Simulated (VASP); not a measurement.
Given:

Ir is taken in the cubic space group Fm-3m (No. 225), the fcc (Cu type) structure, Pearson symbol cF4. Lattice parameters: a = 3.8866 Å, b = 3.8866 Å, c = 3.8866 Å, α = 90.00°, β = 90.00°, γ = 90.00°. Ir on 4a is surrounded by 12 Ir at 2.748 Å (cuboctahedral). (Neighbours: up to the widest gap in distance over summed covalent radii, below 1.35, at either atom.)
(The calculation used a cell of 1 atom; values per cell refer to that cell.)

Level of theory: optB88-vdW, VASP's PBE PAW potentials (set 64) (plane waves; VASP). Numerical set-up: 520 eV cut-off, 16×16×16 Γ-centred mesh, first-order Methfessel-Paxton smearing of 0.10 eV, potentials Ir.

Q: Give the energy at these volumes per atom, relative to the lowest: 13.78, 14.22, 14.66, 15.10, 15.54 Å³.

A: 66.2, 16.1, 0.0, 12.3, 48.2 meV/atom. A third-order Birch-Murnaghan fit gives B0 = 341 GPa and B0′ = 5.1.

Measured: bulk modulus 365 GPa at 0 K (computed value off by -6.4 %), as given by H. Levämäki et al., Physical Review B (2014), arXiv:1402.3671 [corrected for temperature and zero-point phonon effects]; a 3.831 Å at 0 K (computed value off by +1.5 %), as given by Daniel Mejia-Rodriguez et al., Physical Review B (2018), arXiv:1807.09216 [static lattice: zero-point anharmonic expansion removed].

The compound is Ir in the fcc structure. It was relaxed first.
